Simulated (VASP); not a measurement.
Level of theory: PBEsol GGA, VASP's PBE PAW potentials (set 64) (plane waves; VASP 6.6.1).

Input for VASP

File POSCAR:
```
Ga
1
    2.1342916597    -3.6638776496     0.0000000000
    2.1342916597     3.6638776496     0.0000000000
    0.0000000000     0.0000000000     4.3114656907
Ga
4
Direct
  0.1545928905   0.8454071095   0.9163732827
  0.3454071095   0.6545928905   0.4163732827
  0.6545928905   0.3454071095   0.5836267173
  0.8454071095   0.1545928905   0.0836267173
```

### INCAR
```
SYSTEM = Ga
PREC = Accurate
ENCUT = 500
EDIFF = 1E-6
NELM = 100
ALGO = Normal
LREAL = .FALSE.
LASPH = .TRUE.
ISMEAR = 1
SIGMA = 0.1
GGA = PS
LMAXMIX = 4
LWAVE = .FALSE.
LCHARG = .FALSE.
IBRION = 2
ISIF = 3
NSW = 40
EDIFFG = -0.02
PSTRESS = 200
```

KPOINTS:
```
Automatic mesh
0
Gamma
8 8 7
0 0 0
```

POTCAR, in this order: Ga_d (PBE.64 set). Program: vasp_std.

Output

File OSZICAR:
```
       N       E                     dE             d eps       ncg     rms          rms(c)
DAV:   1     0.348692747164E+03    0.34869E+03   -0.25473E+04  5301   0.325E+03
DAV:   2     0.262903673542E+02   -0.32240E+03   -0.31680E+03  5426   0.557E+02
DAV:   3    -0.122981757836E+02   -0.38589E+02   -0.38196E+02  5768   0.154E+02
DAV:   4    -0.133937060981E+02   -0.10955E+01   -0.10930E+01  5988   0.303E+01
DAV:   5    -0.134168333892E+02   -0.23127E-01   -0.23123E-01  6262   0.445E+00    0.323E+00
DAV:   6    -0.132058482247E+02    0.21099E+00   -0.43292E-01  6275   0.103E+01    0.163E+00
DAV:   7    -0.131561324189E+02    0.49716E-01   -0.95789E-02  7510   0.368E+00    0.396E-01
DAV:   8    -0.131512519269E+02    0.48805E-02   -0.19617E-02  5698   0.167E+00    0.505E-02
DAV:   9    -0.131513597795E+02   -0.10785E-03   -0.13602E-03  6101   0.441E-01    0.277E-02
DAV:  10    -0.131513602722E+02   -0.49267E-06   -0.30251E-04  6135   0.224E-01    0.577E-03
DAV:  11    -0.131513605316E+02   -0.25941E-06   -0.49053E-05  5984   0.975E-02    0.631E-03
DAV:  12    -0.131513593980E+02    0.11336E-05   -0.12000E-05  6051   0.472E-02    0.635E-04
DAV:  13    -0.131513595590E+02   -0.16097E-06   -0.10631E-06  3685   0.890E-03
   1 F= -.47341319E+01 E0= -.47341787E+01  d E =-.473413E+01
       N       E                     dE             d eps       ncg     rms          rms(c)
DAV:   1    -0.268861115457E+02   -0.13735E+02   -0.16305E+02  5411   0.161E+02    0.243E+01
DAV:   2    -0.143728402558E+02    0.12513E+02   -0.36024E+01  6118   0.136E+02    0.894E+00
DAV:   3    -0.123809347674E+02    0.19919E+01   -0.19275E+00  6510   0.128E+01    0.352E+00
DAV:   4    -0.119192644216E+02    0.46167E+00   -0.36410E-01  7275   0.550E+00    0.107E-01
DAV:   5    -0.119205972570E+02   -0.13328E-02   -0.13276E-02  5660   0.777E-01    0.721E-02
DAV:   6    -0.119204851980E+02    0.11206E-03   -0.81626E-04  7494   0.237E-01    0.105E-02
DAV:   7    -0.119204951503E+02   -0.99523E-05   -0.12375E-04  5762   0.112E-01    0.396E-03
DAV:   8    -0.119204967460E+02   -0.15957E-05   -0.40903E-06  4867   0.168E-02    0.969E-04
DAV:   9    -0.119204969443E+02   -0.19829E-06   -0.32604E-07  3300   0.668E-03
   2 F= -.47063067E+01 E0= -.47062591E+01  d E =0.278252E-01
       N       E                     dE             d eps       ncg     rms          rms(c)
DAV:   1    -0.162479474775E+02   -0.43275E+01   -0.50374E+01  5327   0.118E+02    0.109E+01
DAV:   2    -0.135027758355E+02    0.27452E+01   -0.46129E+00  6230   0.315E+01    0.508E+00
DAV:   3    -0.127820718539E+02    0.72070E+00   -0.11828E+00  6182   0.160E+01    0.782E-01
DAV:   4    -0.127094833215E+02    0.72589E-01   -0.26526E-01  6069   0.766E+00    0.233E-01
DAV:   5    -0.127057714158E+02    0.37119E-02   -0.28800E-02  5672   0.229E+00    0.431E-02
DAV:   6    -0.127060339949E+02   -0.26258E-03   -0.25585E-03  5643   0.345E-01    0.402E-02
DAV:   7    -0.127059866871E+02    0.47308E-04   -0.46345E-04  6339   0.303E-01    0.106E-02
DAV:   8    -0.127059855890E+02    0.10981E-05   -0.53517E-05  6330   0.548E-02    0.195E-03
DAV:   9    -0.127059854735E+02    0.11549E-06   -0.70666E-07  3772   0.769E-03
   3 F= -.48957046E+01 E0= -.48956844E+01  d E =-.161573E+00
       N       E                     dE             d eps       ncg     rms          rms(c)
DAV:   1    -0.126955246204E+02    0.10461E-01   -0.17428E-02  5432   0.196E+00    0.216E-01
DAV:   2    -0.126944658395E+02    0.10588E-02   -0.21039E-03  6188   0.729E-01    0.951E-02
DAV:   3    -0.126942193993E+02    0.24644E-03   -0.29136E-04  6218   0.250E-01    0.206E-02
DAV:   4    -0.126941905346E+02    0.28865E-04   -0.58784E-05  5906   0.974E-02    0.144E-03
DAV:   5    -0.126941905440E+02   -0.93842E-08   -0.27053E-06  3819   0.146E-02
   4 F= -.48957411E+01 E0= -.48957205E+01  d E =-.161609E+00
       N       E                     dE             d eps       ncg     rms          rms(c)
DAV:   1    -0.126960322087E+02   -0.18417E-02   -0.47316E-02  6199   0.161E+00    0.300E-01
DAV:   2    -0.126943253007E+02    0.17069E-02   -0.29587E-03  5700   0.938E-01    0.181E-01
DAV:   3    -0.126934934090E+02    0.83189E-03   -0.22896E-03  7743   0.572E-01    0.234E-02
DAV:   4    -0.126935114297E+02   -0.18021E-04   -0.52120E-04  5551   0.257E-01    0.172E-02
DAV:   5    -0.126935061054E+02    0.53243E-05   -0.49326E-05  6403   0.650E-02    0.417E-03
DAV:   6    -0.126935062427E+02   -0.13737E-06   -0.44818E-06  4500   0.204E-02
   5 F= -.48960619E+01 E0= -.48960594E+01  d E =-.320824E-03
       N       E                     dE             d eps       ncg     rms          rms(c)
DAV:   1    -0.126934108336E+02    0.95272E-04   -0.17071E-03  6213   0.309E-01    0.574E-02
DAV:   2    -0.126933496267E+02    0.61207E-04   -0.11255E-04  5728   0.184E-01    0.346E-02
DAV:   3    -0.126933195226E+02    0.30104E-04   -0.81936E-05  7813   0.109E-01    0.447E-03
DAV:   4    -0.126933201011E+02   -0.57847E-06   -0.18299E-05  5551   0.481E-02    0.326E-03
DAV:   5    -0.126933199320E+02    0.16906E-06   -0.15894E-06  4177   0.124E-02
   6 F= -.48960724E+01 E0= -.48960738E+01  d E =-.331239E-03
       N       E                     dE             d eps       ncg     rms          rms(c)
DAV:   1    -0.126965346464E+02   -0.32145E-02   -0.74204E-02  6062   0.181E+00    0.143E-01
DAV:   2    -0.126963955526E+02    0.13909E-03   -0.26895E-03  7554   0.633E-01    0.811E-02
DAV:   3    -0.126962403024E+02    0.15525E-03   -0.31763E-04  6787   0.216E-01    0.121E-02
DAV:   4    -0.126962466396E+02   -0.63372E-05   -0.10445E-04  5453   0.107E-01    0.730E-03
DAV:   5    -0.126962454599E+02    0.11797E-05   -0.81008E-06  6341   0.258E-02    0.264E-03
DAV:   6    -0.126962454045E+02    0.55305E-07   -0.11932E-06  3425   0.148E-02
   7 F= -.48962699E+01 E0= -.48963032E+01  d E =-.197542E-03
```

File OUTCAR:
```
------------------------ aborting loop because EDIFF is reached ----------------------------------------
  FORCE on cell =-STRESS in cart. coord.  units (eV):
  Direction    XX          YY          ZZ          XY          YZ          ZX
  --------------------------------------------------------------------------------------
  Total        7.7952660      7.7900520      7.7620957      0.0000000      0.0000000      0.0000000
  in kB      199.8792441    199.7455503    199.0287198      0.0000000      0.0000000      0.0000000
  external PRESSURE =      -0.4488286 kB  Pullay stress =     200.0000000 kB
  volume of cell :       62.48
      direct lattice vectors                 reciprocal lattice vectors
     2.077793884 -3.583576926 -0.000000000     0.240639846 -0.139525399 -0.000000000
     2.077793884  3.583576926  0.000000000     0.240639846  0.139525399  0.000000000
     0.000000000 -0.000000000  4.195895219     0.000000000 -0.000000000  0.238328163
 POSITION                                       TOTAL-FORCE (eV/Angst)
 -----------------------------------------------------------------------------------
      2.07779      2.47811      3.84561         0.000000     -0.000340      0.014626
      2.07779      1.10546      1.74767         0.000000      0.000340      0.014626
      2.07779     -1.10546      2.44823         0.000000     -0.000340     -0.014626
      2.07779     -2.47811      0.35028         0.000000      0.000340     -0.014626
 -----------------------------------------------------------------------------------
    total drift:                                0.000000      0.000000      0.000000
  FREE ENERGIE OF THE ION-ELECTRON SYSTEM (eV)
  ---------------------------------------------------
  free  energy   TOTEN  =       -12.6962454045 eV

  energy  without entropy=      -12.6963451931  energy(sigma->0) =      -12.69627867
  enthalpy is  TOTEN    =        -4.8962699046 eV   P V=        7.7999755000

 reached required accuracy - stopping structural energy minimisation
```
(Selected blocks of OUTCAR.)

File CONTCAR:
```
Ga
   1.00000000000000
     2.0777938844434476   -3.5835769261824177   -0.0000000000000000
     2.0777938844434476    3.5835769261824177    0.0000000000000000
     0.0000000000000000   -0.0000000000000000    4.1958952189999161
  Ga
     4
Direct
     0.1542401757311669    0.8457598242688331    0.9165182056729071
     0.3457598242688332    0.6542401757311669    0.4165182056729071
     0.6542401757311669    0.3457598242688332    0.5834817943270929
     0.8457598242688331    0.1542401757311669    0.0834817943270929
```

Energy and stress use the plane-wave basis of the starting cell.

The compound is Ga in the alpha structure. This run relaxes it under an external pressure of 20 GPa. Symmetry was kept, so distortions that lower it aren't found.
